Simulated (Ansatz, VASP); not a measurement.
## SiC (Moissanite) in two plane-wave programs

One calculation is typed for both programs; each brings its own data sets. How far apart do they land? The structure shown is the end of the Ansatz relaxation below.

Calculated with Ansatz 0.2.0; plane waves, with VASP 6.6.1 beside it; LDA.

### Step 1. Set-up

The structure is hexagonal, space group P6_3mc (No. 186). Conventional cell: a = 2.952 Å, b = 2.952 Å, c = 4.840 Å, α = 90.00°, β = 90.00°, γ = 120.00°. C has 4 Si at 1.81 to 1.82 Å nearest. Nearest to Si lie 4 C at 1.81 to 1.82 Å. Farther neighbours are not listed.

### Step 2. Ansatz: relaxation, LDA

Ansatz runs on its PAW soft_1 files.

This run makes the geometry at which the two programs are then compared.

input.yaml reads:

```yaml
crystal:
  lattice:
    - [2.9516744123, 0.0, 0.0]
    - [-1.4758372062, 2.5562250247, 0.0]
    - [0.0, 0.0, 4.8404755788]
  atoms:
    - { symbol: C, position: [0.3333333333, 0.6666666667, 0.3803872372] }
    - { symbol: C, position: [0.6666666667, 0.3333333333, 0.8803872372] }
    - { symbol: Si, position: [0.3333333333, 0.6666666667, 0.0046127628] }
    - { symbol: Si, position: [0.6666666667, 0.3333333333, 0.5046127628] }
kpoints:
  mp_grid: { grid: [12, 12, 6] }
hamiltonian:
  xc: lda
  pseudopotentials: { kind: paw, azcp: { folder: soft_1 }, xc_functional: pbe }
scf:
  occupations: { method: fixed }
output:
  forces: true
  stress: true
  eigenvalues: true
relax:
  adjacent_minimum: "off"
  f_tol: 0.001
  max_steps: 60
  cell: { stress_tol: 0.01, fix: [volume] }
```

Started as:

```sh
ansatz run input.yaml --threads 4 --pin off --max-ram 16384MiB --backend cpu --events-out ev --progress --plain --runs-dir out
```

Numbers of over 12 decimals in the logs are rounded to 6 here.

What it wrote:

```text
Engine: ansatz 0.2.0, x86_64-unknown-linux-gnu
Pseudopotentials: kind: paw
Pseudopotential: C, paw, valence charge 4, recommended cutoff 420 eV (normal), soft_1/C.paw.azcp
Pseudopotential: Si, paw, valence charge 4, recommended cutoff 420 eV (normal), soft_1/Si.paw.azcp
Functional definition: SPW92
  exchange = slater_x
  correlation = pw_c
Crystal: 4 atoms, lattice volume = 36.522 Å³
Basis set: ecut = 420 eV, 701 PW (Γ)
Bands: 12, of which v1, the nominal top of the filled ones, is band 8 counted from 1 (7 counted from 0)
Symmetry: 12 space group operations
Space group: P63mc (ITA 186), of the structure as read, at distance tolerance 3.3e-5 Å
k-points: 76 of 864 (time reversal used)
Non-local potential: C, projectors of the file, l = 0: 2, l = 1: 2, l = 2: 1
Non-local potential: Si, projectors of the file, l = 0: 2, l = 1: 2, l = 2: 1
PAW form: soft (Blöchl's): semilocal exchange-correlation on the pseudo side does not see the compensation charge
PAW frozen core: C, regenerated for the run's functional, and the local potential with it (the file was generated under x = pbe(κ = 0.804, μ = 0.219515), c = pbe(β = 0.066725))
PAW frozen core: Si, regenerated for the run's functional, and the local potential with it (the file was generated under x = pbe(κ = 0.804, μ = 0.219515), c = pbe(β = 0.066725))
PAW one-centre angular grid: C, 110 points (default); XC on 64 Gauss nodes
PAW one-centre angular grid: Si, 110 points (default); XC on 64 Gauss nodes
Initial density: superposition of atomic densities (chi_scale 0.1, normalization cell, long waves kept (reshape's long-wave potential 0.00 eV rms))
Initial wavefunctions: pseudopotential atomic-orbital guess
Functional: x = slater, c = lda
SCF iter   1: F=—  HF=-1707.941555 eV  |F-HF|=—  |Δ(HF+E_count)|=         —  Δρ=1.65e-1  dr2=1.13e1  ethr=3.10e-3  ⟨swp⟩=4.6  Hψ=5425  notcnv=0  defer=136
preconditioner: auto → none  [insulator: Δε(μ)=4.522 eV  Ē_g=13.818 eV  n_scr=2 (ndim 8)  ℏωp=24.6 eV  f_vac=0.000  ε∞_Penn≈4.2]
SCF iter   2: F=—  HF=-1704.221307 eV  |F-HF|=—  |Δ(HF+E_count)|=    3.72e0  Δρ=4.91e-2  dr2=4.93e-1  ethr=3.10e-3  ⟨swp⟩=4.1  Hψ=2866  notcnv=0  defer=143
SCF iter   3: F=—  HF=-1704.071382 eV  |F-HF|=—  |Δ(HF+E_count)|=   1.50e-1  Δρ=1.92e-2  dr2=6.62e-2  ethr=3.08e-3  ⟨swp⟩=2.9  Hψ=1979  notcnv=0  defer=143
SCF iter   4: F=—  HF=-1704.054997 eV  |F-HF|=—  |Δ(HF+E_count)|=   1.64e-2  Δρ=1.86e-3  dr2=6.48e-4  ethr=4.14e-4  ⟨swp⟩=2.3  Hψ=1249  notcnv=0  defer=147
SCF iter   5: F=—  HF=-1704.055024 eV  |F-HF|=—  |Δ(HF+E_count)|=   2.65e-5  Δρ=1.43e-4  dr2=2.29e-6  ethr=4.05e-6  ⟨swp⟩=2.4  Hψ=1611  notcnv=0  defer=147
SCF iter   6: F=—  HF=-1704.055028 eV  |F-HF|=—  |Δ(HF+E_count)|=   4.59e-6  Δρ=1.93e-5  dr2=1.08e-7  ethr=6.25e-10  ⟨swp⟩=8.9  Hψ=6662  notcnv=0
SCF iter   7: F=-1704.055028 eV  HF=-1704.055028 eV  |F-HF|=9.44e-10  |Δ(HF+E_count)|=   2.71e-8  Δρ=2.72e-6  dr2=1.82e-9  ethr=6.25e-10  ⟨swp⟩=4.9  Hψ=3201  notcnv=0
SCF 1 converged in 7 iterations: F = -1704.055028 eV  dr2 = 1.82e-9
  greatest PAW one-centre occupation: 0.657 electrons in one spin orbital (limit 2), on the C atom at site 1 (counted from 0), in its partial waves of l = 0
relax step   1: F+E_penalty+E_count = -1704.05502845 eV  Δ(F+E_penalty+E_count) = +0.000e0 eV  max|allowed force component| = 2.740e-3 eV/Å  Δτ_max = 0.0000 Å  P = +29.768 GPa  Ω = 36.522 Å³  fix = [volume]  reactions: volume +29.768 GPa  (7 SCF iters, dr2 threshold 1.00e-7 eV, accepted)
[...]
relax step   2: F+E_penalty+E_count = -1704.05503107 eV  Δ(F+E_penalty+E_count) = -2.612e-6 eV  max|allowed force component| = 2.108e-3 eV/Å  Δτ_max = 0.0001 Å  P = +29.767 GPa  Ω = 36.522 Å³  energy of the carried Pulay correction = +1.568e-17 eV  fix = [volume]  reactions: volume +29.767 GPa  (3 SCF iters, dr2 threshold 3.03e-8 eV, accepted)
[...]
relax step   3: F+E_penalty+E_count = -1704.05503121 eV  Δ(F+E_penalty+E_count) = -1.401e-7 eV  max|allowed force component| = 1.190e-3 eV/Å  Δτ_max = 0.0000 Å  P = +29.767 GPa  Ω = 36.522 Å³  energy of the carried Pulay correction = -7.838e-18 eV  fix = [volume]  reactions: volume +29.767 GPa  (3 SCF iters, dr2 threshold 1.04e-9 eV, accepted)
[...]
relax step   4: F+E_penalty+E_count = -1704.05503127 eV  Δ(F+E_penalty+E_count) = -6.009e-8 eV  max|allowed force component| = 7.207e-5 eV/Å  Δτ_max = 0.0000 Å  P = +29.767 GPa  Ω = 36.522 Å³  energy of the carried Pulay correction = +1.568e-17 eV  fix = [volume]  reactions: volume +29.767 GPa  (3 SCF iters, dr2 threshold 8.85e-11 eV, accepted)
[...]
relax step   5: F+E_penalty+E_count = -1704.05503709 eV  Δ(F+E_penalty+E_count) = -5.827e-6 eV  max|allowed force component| = 7.379e-5 eV/Å  Δτ_max = 0.0000 Å  P = +29.767 GPa  Ω = 36.522 Å³  fix = [volume]  reactions: volume +29.767 GPa  stress off target by 5.20e-4 GPa on what of the cell is left free  SCF on the basis re-selected at this cell (its energy is not comparable with the rows above)  (4 SCF iters)
basis re-selected at this cell: Δ(F+E_penalty+E_count) = -5.827e-6 eV, ΔP = +0.000 GPa vs the last step (what re-selecting the basis moved, of the pressure what is left beyond the Pulay correction that the steps carried, after the strain that the cell walked since its last selection, with what the two solves' SCF thresholds leave and, on support functions, any second-order correction that the steps lacked; it is no m [...]
SCF converged after 4 iterations
Free energy (F): -1704.055037 eV
Harris-Foulkes:  -1704.055037 eV  (|F-HF|=0.00e0)
Internal energy: -1704.055037 eV  (E = F + TS)
E sigma→0 (E₀):  -1704.055037 eV
Fermi energy:    11.047247 eV
--- Per-component energies (eV) ---
  E_band       = 75.096029
  E_kinetic    = 280.777319
  E_local      = -180.369929  (includes V_loc(G=0)·N_el)
  E_nonlocal   = 97.551913
  E_hartree    = 61.629461
  E_xc         = -214.571257
  E_vxc        = -223.487936  (∫ρ·V_xc dr)
  E_paw        = -1156.433586  (= ΣΔE_a)
  E_vpaw       = -22.634353  (= ΣTr[D̂ρ^β])
  E_aug_tail   = 0.000096  (compensation charges beyond the density's cutoff)
  E_ewald      = -592.933380
  E_core_change = 0.294327  (= ΣΔE_core)
  E_smearing   = -0.000000  (= −TS)
  E_closure    = 0.000000  (closes the sum)
  Σ components = -1704.055037   (vs F -1704.055037, Δ=0.00e0)
--- Forces (eV/Å), atoms counted from 1 ---
  atom   1  C      0.00000000     0.00000000    -0.00007343
  atom   2  C      0.00000000    -0.00000000    -0.00007343
  atom   3  Si    -0.00000000     0.00000000     0.00007415
  atom   4  Si     0.00000000    -0.00000000     0.00007415
  max |Σ_I F_I| component: 1.44e-6 eV/Å
--- Stress (GPa, compression-positive) ---
       29.766966       0.000000       0.000000
        0.000000      29.766966      -0.000000
        0.000000      -0.000000      29.767747
  P = ⅓ Tr σ = 29.7672 GPa (297.672 kbar)
--- Band table (eV; the first three rows and the last of 76) ---
  k-point 0: bands = [... 4 lower, 9.6708, 10.9359, 11.0472, 11.0472, 16.8740, 18.3703, 18.3703, 18.5241]
  k-point 1: bands = [... 4 lower, 9.7511, 10.1945, 10.9417, 10.9417, 16.9982, 18.3881, 18.3881, 18.9074]
  k-point 2: bands = [... 4 lower, 9.9782, 9.9782, 10.6640, 10.6640, 17.3633, 18.5530, 18.5530, 18.6504]
  k-point 75: bands = [... 4 lower, 4.7320, 4.7320, 9.2510, 9.2510, 16.7004, 16.7004, 17.1979, 17.1979]
--- Relaxed structure (4 steps of the walk, 4 accepted, 1 SCFs on fresh bases) ---
  F+E_penalty+E_count = -1704.05503709 eV   max|allowed force component| = 7.379e-5 eV/Å   (the final SCF, on the basis selected at the relaxed cell)
  cell:  # Å, volume = 36.5221 Å³
    - [2.951913, 2.8869932843207698e-11, 0]
    - [-1.475956, 2.556432, 0]
    - [0, 0, 4.839694]
  atoms:
    - { symbol: C, position: [0.333333, 0.666667, 0.380395] }
    - { symbol: C, position: [0.666667, 0.333333, 0.880395] }
    - { symbol: Si, position: [0.333333, 0.666667, 0.00460524] }
    - { symbol: Si, position: [0.666667, 0.333333, 0.504605] }
```

### Step 3. VASP: single point, LDA, pair 1

The same cell, functional (in two slightly different forms) and mesh now go to VASP, with its own data sets.

Lines of VASP's logs that name or quote its potential files are left out, and so is its time.

INCAR reads:

```
SYSTEM = SiC
PREC = Accurate
ENCUT = 600
EDIFF = 1E-06
NELM = 120
ISMEAR = 0
SIGMA = 0.01
LREAL = .FALSE.
ALGO = Normal
GGA = PW92
NBANDS = 14
LORBIT = 11
LWAVE = .FALSE.
LCHARG = .FALSE.
ISIF = 2
LASPH = .TRUE.
GGA_COMPAT = .FALSE.
EFERMI = MIDGAP
KPAR = 2
```

POSCAR reads:

```
SiC
1.0
    2.9519128620      0.0000000000      0.0000000000
   -1.4759564310      2.5564315282      0.0000000000
    0.0000000000      0.0000000000      4.8396936021
C Si
2 2
Direct
    0.3333333334      0.6666666668      0.3803947596
    0.6666666668      0.3333333334      0.8803947596
    0.3333333334      0.6666666668      0.0046052404
    0.6666666668      0.3333333334      0.5046052404
```

KPOINTS reads:

```
Automatic mesh
0
Gamma
12 12 6
0 0 0
```

The projector-augmented-wave data sets are C and Si (LDA family, release 64).

Started as:

```sh
mpirun -np 2 vasp_std
```

What it wrote:

```text
[banner, memory and clock lines left out]
running    2 mpi-ranks, on    1 nodes
 distrk:  each k-point on    1 cores,    2 groups
 distr:  one band on    1 cores,    1 groups

 POSCAR found type information on POSCAR C Si
 POSCAR found :  2 types and       4 ions
|                                                                             |
|               ----> ADVICE to this user running VASP <----                  |
|                                                                             |
|     You enforced a specific xc type in the INCAR file but a different       |
|     [... a line on the potential file left out ...]
|     I HOPE YOU KNOW WHAT YOU ARE DOING!                                     |
|                                                                             |

 LDA part: xc-table for (Slater(with rela. corr.)+PW92), standard interpolation
 POSCAR, INCAR and KPOINTS ok, starting setup
 FFT: planning ... GRIDC
 FFT: planning ... GRID_SOFT
 FFT: planning ... GRID
 WAVECAR not read
 entering main loop
       N       E                     dE             d eps       ncg     rms          rms(c)
DAV:   1     0.319798379812E+02    0.31980E+02   -0.81656E+03  2128   0.116E+03
DAV:   2    -0.349933613421E+02   -0.66973E+02   -0.60898E+02  2968   0.188E+02
DAV:   3    -0.378621337888E+02   -0.28688E+01   -0.28547E+01  2956   0.364E+01
DAV:   4    -0.378864055242E+02   -0.24272E-01   -0.24266E-01  2416   0.417E+00
DAV:   5    -0.378866843325E+02   -0.27881E-03   -0.27878E-03  2980   0.414E-01    0.149E+01
DAV:   6    -0.332058366382E+02    0.46808E+01   -0.10268E+01  2740   0.202E+01    0.707E+00
DAV:   7    -0.329963564237E+02    0.20948E+00   -0.14604E+00  2910   0.767E+00    0.270E+00
DAV:   8    -0.329569686528E+02    0.39388E-01   -0.77718E-02  2518   0.181E+00    0.780E-01
DAV:   9    -0.329515931543E+02    0.53755E-02   -0.93939E-03  2554   0.693E-01    0.118E-01
DAV:  10    -0.329516181257E+02   -0.24971E-04   -0.45708E-04  2728   0.157E-01    0.599E-02
DAV:  11    -0.329516211293E+02   -0.30036E-05   -0.10801E-05  2656   0.285E-02    0.237E-02
DAV:  12    -0.329516199466E+02    0.11827E-05   -0.28554E-06  2594   0.111E-02    0.491E-03
DAV:  13    -0.329516195401E+02    0.40650E-06   -0.12431E-06  1574   0.710E-03
   1 F= -.32951620E+02 E0= -.32951620E+02  d E =0.000000E+00
```

Parts of OUTCAR (step 3):

```text
ion  position               nearest neighbor table
   1  0.333  0.667  0.380-   4 1.81   4 1.81   4 1.81   3 1.82
   2  0.667  0.333  0.880-   3 1.81   3 1.81   3 1.81   4 1.82
   3  0.333  0.667  0.005-   2 1.81   2 1.81   2 1.81   1 1.82   4 2.96   4 2.96   4 2.96   4 2.96
                             4 2.96   4 2.96
   4  0.667  0.333  0.505-   1 1.81   1 1.81   1 1.81   2 1.82   3 2.96   3 2.96   3 2.96   3 2.96
                             3 2.96   3 2.96

  LATTYP: Found a hexagonal cell.
 ALAT       =     2.9519128620
 C/A-ratio  =     1.6395109979

 Subroutine GETGRP returns: Found 12 space group operations
 (whereof  6 operations were pure point group operations)

The static configuration has the point symmetry C_3v.
 The point group associated with its full space group is C_6v.

 Found     76 irreducible k-points:

   k-points           NKPTS =     76   k-points in BZ     NKDIM =     76   number of bands    NBANDS=     14

   dimension x,y,z NGX =    24 NGY =   24 NGZ =   40
   dimension x,y,z NGXF=    48 NGYF=   48 NGZF=   80

   ENCUT  =  600.0 eV  44.10 Ry    6.64 a.u.   5.90  5.90  9.67*2*pi/ulx,y,z

   NELECT =      16.0000    total number of electrons

 k-points in reciprocal lattice and weights: Automatic mesh
   0.00000000  0.00000000  0.00000000       0.001
   0.08333333  0.00000000  0.00000000       0.007
   0.16666667  0.00000000  0.00000000       0.007
   0.25000000  0.00000000  0.00000000       0.007
   0.33333333  0.00000000  0.00000000       0.007
   0.41666667  0.00000000  0.00000000       0.007
   0.50000000  0.00000000  0.00000000       0.003
   0.08333333  0.08333333  0.00000000       0.007
   0.16666667  0.08333333  0.00000000       0.014
[...]
0.33333333  0.25000000  0.50000000       0.014
   0.33333333  0.33333333  0.50000000       0.002

 average (electrostatic) potential at core
       1 -47.1820       2 -47.1820       3 -80.1558       4 -80.1558

 E-fermi :  10.6687

 k-point     1 :       0.0000    0.0000    0.0000
  band No.  band energies     occupation
    ...
      4       8.3306      2.00000
      5       8.3306      2.00000
      6       9.5912      2.00000
      7       9.7031      2.00000
      8       9.7031      2.00000
      9      15.5436      0.00000
     10      17.0262      0.00000
     11      17.0262      0.00000
     12      17.2074      0.00000
     13      18.5272      0.00000
    ...

 k-point     2 :       0.0833    0.0000    0.0000
  band No.  band energies     occupation
    ...
      4       7.6177      2.00000
      5       8.0921      2.00000
      6       9.2598      2.00000
      7       9.5160      2.00000
      8       9.6457      2.00000
      9      15.8481      0.00000
     10      16.6577      0.00000
     11      17.3145      0.00000
     12      17.5313      0.00000
     13      18.6793      0.00000
    ...

 k-point     3 :       0.1667    0.0000    0.0000
  band No.  band energies     occupation
    ...
      4       6.0232      2.00000
      5       7.5617      2.00000
      6       8.1554      2.00000
      7       9.2225      2.00000
      8       9.4301      2.00000
      9      15.0948      0.00000
     10      17.1138      0.00000
     11      17.6882      0.00000
     12      17.9174      0.00000
     13      18.1184      0.00000
    ...

  Total        6.7528955      6.7528955      6.7558912      0.0000000      0.0000000      0.0000000
  in kB      296.2409198    296.2409197    296.3723372      0.0000000      0.0000000      0.0000000
  external PRESSURE =     296.2847256 kB  Pullay stress =       0.0000000 kB

  energy-cutoff  :      600.00
  volume of cell :       36.52
      direct lattice vectors                 reciprocal lattice vectors
     2.951912862  0.000000000  0.000000000     0.338763387  0.195585133  0.000000000
    -1.475956431  2.556431528  0.000000000     0.000000000  0.391170266  0.000000000
     0.000000000  0.000000000  4.839693602     0.000000000  0.000000000  0.206624651

 POSITION                                       TOTAL-FORCE (eV/Angst)
 -----------------------------------------------------------------------------------
      0.00000      1.70429      1.84099         0.000000     -0.000000      0.001197
      1.47596      0.85214      4.26084        -0.000000      0.000000      0.001197
      0.00000      1.70429      0.02229         0.000000     -0.000000     -0.001197
      1.47596      0.85214      2.44213        -0.000000     -0.000000     -0.001197
 -----------------------------------------------------------------------------------
    total drift:                                0.000000     -0.000000     -0.000116

  FREE ENERGIE OF THE ION-ELECTRON SYSTEM (eV)
  ---------------------------------------------------
  free  energy   TOTEN  =       -32.9516195401 eV

  energy  without entropy=      -32.9516195401  energy(sigma->0) =      -32.95161954

 total charge
# of ion       s       p       d       tot
------------------------------------------
    1        0.846   1.837   0.000   2.684
    2        0.846   1.837   0.000   2.684
    3        0.729   1.077   0.000   1.806
    4        0.729   1.077   0.000   1.806
--------------------------------------------------
tot          3.151   5.829   0.000   8.980

[... 3 further parts left out ...]
```

The run ends at a pressure of 29.63 GPa, with forces up to 0.0012 eV/Å.

### Step 4. Differences

Known differences besides the potentials themselves: fixed occupations in Ansatz, narrow Gaussian smearing in VASP; the cutoff is 420 eV in Ansatz and 600 eV in VASP; VASP's log shows a relativistic correction to its local exchange, Ansatz's none; Ansatz's pressure holds a Pulay correction, VASP's none. Total energies have different zeros and are not compared.

Compared:

```tsv
quantity	Ansatz	VASP	difference
pressure (GPa)	29.77	29.63	+0.14
gap on the k mesh (eV)	1.940	1.931	+0.009
```

A gap on the mesh is an upper bound, since the band edges may lie between its points.

### Step 5. Ansatz: relaxation, LDA

This run makes the geometry at which the two programs are then compared. The cell compared in this pair holds 38.15 Å³, against 36.52 Å³ for the pair before.

The structure compared here is the end of the Ansatz relaxation.

input.yaml, the sections that differ from step 2:

```yaml
crystal:
  lattice:
    - [2.9943565956, 0.0, 0.0]
    - [-1.4971782978, 2.5931888798, 0.0]
    - [0.0, 0.0, 4.9125076611]
  atoms:
    - { symbol: C, position: [0.3333333333, 0.6666666667, 0.3803873445] }
    - { symbol: C, position: [0.6666666667, 0.3333333333, 0.8803873445] }
    - { symbol: Si, position: [0.3333333333, 0.6666666667, 0.0046126555] }
    - { symbol: Si, position: [0.6666666667, 0.3333333333, 0.5046126555] }
# kpoints, hamiltonian, scf, output, relax: as in step 2
```

Started as:

```sh
ansatz run input.yaml --threads 4 --pin off --max-ram 16384MiB --backend cpu --events-out ev --progress --plain --runs-dir out
```

What it wrote:

```text
[...]
Crystal: 4 atoms, lattice volume = 38.145 Å³
Basis set: ecut = 420 eV, 713 PW (Γ)
Bands: 12, of which v1, the nominal top of the filled ones, is band 8 counted from 1 (7 counted from 0)
Symmetry: 12 space group operations
[...]
k-points: 76 of 864 (time reversal used)
[...]
--- Relaxed structure (4 steps of the walk, 4 accepted, 1 SCFs on fresh bases) ---
[...]
cell:  # Å, volume = 38.1453 Å³
    - [2.994552, 0, 0]
    - [-1.497276, 2.593358, 0]
    - [0, 0, 4.911867]
  atoms:
    - { symbol: C, position: [0.333333, 0.666667, 0.380385] }
    - { symbol: C, position: [0.666667, 0.333333, 0.880385] }
    - { symbol: Si, position: [0.333333, 0.666667, 0.00461499] }
    - { symbol: Si, position: [0.666667, 0.333333, 0.504615] }
[key lines of the parts left out:]
SCF converged after 4 iterations
Free energy (F): -1704.285067 eV
Fermi energy:    10.454436 eV
P = ⅓ Tr σ = 16.0922 GPa (160.922 kbar)
```

(Part 1 of 2 ends here.)

[Lines on the potential files, build, host, timing and source positions are cut from VASP's logs without a mark.]

[Logs are printed without paths, hosts, clocks, repeated set-up lines and the standing remarks that a program may print on its own settings, such as how far it seeks lower states.]

[Hosts, paths, dates, database ids (printed as entryN), source tags and the programs' standing remarks are cut or masked in the printed files.]
